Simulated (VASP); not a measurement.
Data:

```
Sn3Sb
1.0
    1.56396    -4.15664     0.00000
    1.56396     4.15664     0.00000
    0.00000     0.00000     8.36479
Sn Sb
3 1
Cartesian
  1.56396   4.15664   4.18240
  2.34594  -2.07832   6.25434
  0.78198  -2.07832   2.11045
  1.56396   0.00000   8.36479
```

Level of theory: PBEsol GGA with spin-orbit coupling, VASP's PBE PAW potentials (set 64) (plane waves; VASP). Numerical set-up: 400 eV cut-off, 9×9×4 Γ-centred mesh, Gaussian smearing of 0.050 eV, potentials Sn_d Sb.

Task: Give the energies of bands 41 to 54 at the high-symmetry points, in eV from the Fermi level.

Result: 
| band | Γ | Y | C0 | Z | A0 | T | S | R |
|---|---|---|---|---|---|---|---|---|
| 41 | -2.31 | -5.10 | -3.37 | -1.49 | -4.11 | -3.34 | -3.89 | -2.91 |
| 42 | -2.31 | -5.10 | -3.34 | -1.49 | -4.09 | -3.34 | -3.89 | -2.91 |
| 43 | -0.17 | -0.28 | -3.19 | -0.94 | -1.54 | -3.25 | -2.38 | -2.19 |
| 44 | -0.17 | -0.28 | -3.12 | -0.94 | -1.54 | -3.25 | -2.38 | -2.19 |
| 45 | 0.34 | 0.28 | -2.44 | -0.86 | -1.44 | -3.03 | -1.85 | -1.95 |
| 46 | 0.34 | 0.28 | -2.39 | -0.86 | -1.39 | -3.03 | -1.85 | -1.95 |
| 47 | 1.01 | 0.88 | -2.33 | 2.59 | -0.61 | 4.10 | 0.05 | -1.43 |
| 48 | 1.01 | 0.88 | -2.29 | 2.59 | -0.57 | 4.10 | 0.05 | -1.43 |
| 49 | 1.02 | 0.93 | 0.96 | 3.11 | -0.29 | 4.66 | 0.23 | -1.31 |
| 50 | 1.02 | 0.93 | 0.96 | 3.11 | -0.26 | 4.66 | 0.23 | -1.31 |
| 51 | 2.69 | 4.23 | 2.40 | 3.32 | -0.01 | 4.85 | 0.51 | 1.82 |
| 52 | 2.69 | 4.23 | 2.51 | 3.32 | -0.01 | 4.85 | 0.51 | 1.82 |
| 53 | 4.77 | 5.31 | 2.76 | 3.71 | 0.16 | 5.07 | 0.70 | 1.99 |
| 54 | 4.77 | 5.31 | 2.87 | 3.71 | 0.21 | 5.07 | 0.70 | 1.99 |

It has no gap at this level: it comes out as a metal or semimetal.

The structure comes from a computed database's Sn3Sb entry (C222); how it stands against other phases isn't given here. It was relaxed first.
